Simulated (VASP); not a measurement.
Energy against volume of Fe (bcc). Level of theory: r2SCAN+rVV10, VASP's PBE PAW potentials (set 64) (plane waves; VASP). Numerical set-up: 520 eV cut-off, 18×18×18 Γ-centred mesh, first-order Methfessel-Paxton smearing of 0.10 eV, potentials Fe.

```json
[
 {"V (Å³/atom)": "10.878", "E (eV/atom)": "-14.14545"},
 {"V (Å³/atom)": "11.225", "E (eV/atom)": "-14.16970"},
 {"V (Å³/atom)": "11.572", "E (eV/atom)": "-14.17927"},
 {"V (Å³/atom)": "11.919", "E (eV/atom)": "-14.17454"}
]
```

Task: Fit these four points and predict the energy of the run at 12.266 Å³/atom.

Result: A cubic in V^(−2/3), the third-order Birch-Murnaghan form, passes through the four points with V0 = 11.63 Å³/atom and B0 = 220 GPa, and gives -14.1560 eV/atom there. The run gave -14.1597 eV/atom, -3.7 meV/atom from the fit; all five points give B0 = 196 GPa.

The compound is Fe in the bcc structure. It was relaxed first.
